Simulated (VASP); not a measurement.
Computed with AM05 GGA, VASP's PBE PAW potentials (set 64) (plane waves; VASP).

A VASP calculation is set up with these files.

File KPOINTS:
```
Automatic
0
gamma
 8 8 6
0 0 0
```

### POSCAR
```
NiSb
1.0
  1.9506822763  -3.3786809716   0.0000000000
  1.9506822763   3.3786809716   0.0000000000
  0.0000000000   0.0000000000   5.0932061594
Ni Sb
2 2
Direct
  0.0000000000   0.0000000000   0.5000000000
  0.0000000000   0.0000000000   0.0000000000
  0.3333330000   0.6666670000   0.2500000000
  0.6666670000   0.3333330000   0.7500000000
```

### INCAR
```
SYSTEM=NiSb
PREC=Accurate; ENCUT=520; LREAL=.FALSE.
LASPH=.TRUE.
EDIFF=1E-6; NELM=100; ALGO=Normal
LMAXMIX=4
ISMEAR=1; SIGMA=0.1
GGA=AM
IBRION=2; NSW=60; ISIF=3
EDIFFG=-0.02
LWAVE=.FALSE.; LCHARG=.FALSE.
```

POTCAR, in this order: Ni Sb (PBE.64 set). Program: vasp_std.

What will the output report for the number of irreducible k-points (NKPTS), largest plane-wave count, number of space-group operations, FFT grid (NGX, NGY, NGZ)?

```yaml
number of irreducible k-points (NKPTS): 40
largest_plane_wave_count: 1825
number_of_space_group_operations: 24
FFT grid (NGX, NGY, NGZ): 30 × 30 × 40
```

The compound is NiSb in the NiAs type structure. This run relaxes it. Symmetry was kept, so distortions that lower it aren't found. The start is the result of an earlier pass. The run is not spin-polarised, so no magnetic state was tried.
